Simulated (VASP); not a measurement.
Calculation: PBE GGA, VASP's PBE PAW potentials (set 64) (plane waves; VASP).

VASP ran on this input.

INCAR:
```
! general
SYSTEM = KF
PREC   = Accurate
ENCUT  = 520
LREAL  = .False.
LASPH  = .True.

! electronic loop
EDIFF  = 1E-6
NELM   = 100
ALGO   = Normal

! smearing
ISMEAR = 0
SIGMA  = 0.05

! functional
GGA    = PE

! ions
ISIF   = 2

! output
LWAVE  = .False.
LCHARG = .False.
```

**KPOINTS**
```
Regular mesh
0
G
 8 8 8
0 0 0
```

### POSCAR
```
KF
1
    0.0000000000     2.7285000000     2.7285000000
    2.7285000000     0.0000000000     2.7285000000
    2.7285000000     2.7285000000     0.0000000000
K F
1 1
Direct
  0.0000000000   0.0000000000   0.0000000000
  0.5000000000   0.5000000000   0.5000000000
```

POTCAR, in this order: K_sv F (PBE.64 set). Program: vasp_std.

Output of the run:

OSZICAR:
```
       N       E                     dE             d eps       ncg     rms          rms(c)
DAV:   1     0.113357989352E+03    0.11336E+03   -0.83562E+03   696   0.128E+03
DAV:   2    -0.487697419154E+01   -0.11823E+03   -0.10837E+03   904   0.321E+02
DAV:   3    -0.944526810321E+01   -0.45683E+01   -0.45488E+01   904   0.596E+01
DAV:   4    -0.958209721066E+01   -0.13683E+00   -0.13675E+00  1044   0.830E+00
DAV:   5    -0.958338687863E+01   -0.12897E-02   -0.12896E-02   868   0.104E+00    0.625E+00
DAV:   6    -0.832979073005E+01    0.12536E+01   -0.44285E+00   760   0.178E+01    0.354E+00
DAV:   7    -0.830091962252E+01    0.28871E-01   -0.12287E-01   936   0.310E+00    0.211E+00
DAV:   8    -0.829633779635E+01    0.45818E-02   -0.57682E-02   760   0.280E+00    0.208E-01
DAV:   9    -0.829818087526E+01   -0.18431E-02   -0.61480E-03   932   0.646E-01    0.120E-01
DAV:  10    -0.829874258183E+01   -0.56171E-03   -0.89808E-04   768   0.292E-01    0.613E-02
DAV:  11    -0.829888798788E+01   -0.14541E-03   -0.36812E-04   752   0.153E-01    0.224E-02
DAV:  12    -0.829887704017E+01    0.10948E-04   -0.75120E-05   884   0.709E-02    0.715E-03
DAV:  13    -0.829887663082E+01    0.40935E-06   -0.54943E-06   752   0.227E-02
   1 F= -.82988766E+01 E0= -.82988766E+01  d E =-.274202E-21
```

**OUTCAR**
```
------------------------ aborting loop because EDIFF is reached ----------------------------------------
  FORCE on cell =-STRESS in cart. coord.  units (eV):
  Direction    XX          YY          ZZ          XY          YZ          ZX
  --------------------------------------------------------------------------------------
  Total       -0.1343746     -0.1343746     -0.1343746      0.0000000     -0.0000000      0.0000000
  in kB       -5.2993890     -5.2993890     -5.2993890      0.0000000     -0.0000000      0.0000000
  external PRESSURE =      -5.2993890 kB  Pullay stress =       0.0000000 kB
  volume of cell :       40.63
      direct lattice vectors                 reciprocal lattice vectors
     0.000000000  2.728500000  2.728500000    -0.183250870  0.183250870  0.183250870
     2.728500000  0.000000000  2.728500000     0.183250870 -0.183250870  0.183250870
     2.728500000  2.728500000  0.000000000     0.183250870  0.183250870 -0.183250870
  FREE ENERGIE OF THE ION-ELECTRON SYSTEM (eV)
  ---------------------------------------------------
  free  energy   TOTEN  =        -8.2988766308 eV

  energy  without entropy=       -8.2988766308  energy(sigma->0) =       -8.29887663
```
(Selected blocks of OUTCAR.)

The compound is KF in the rock salt structure. The cell was not relaxed at this level.
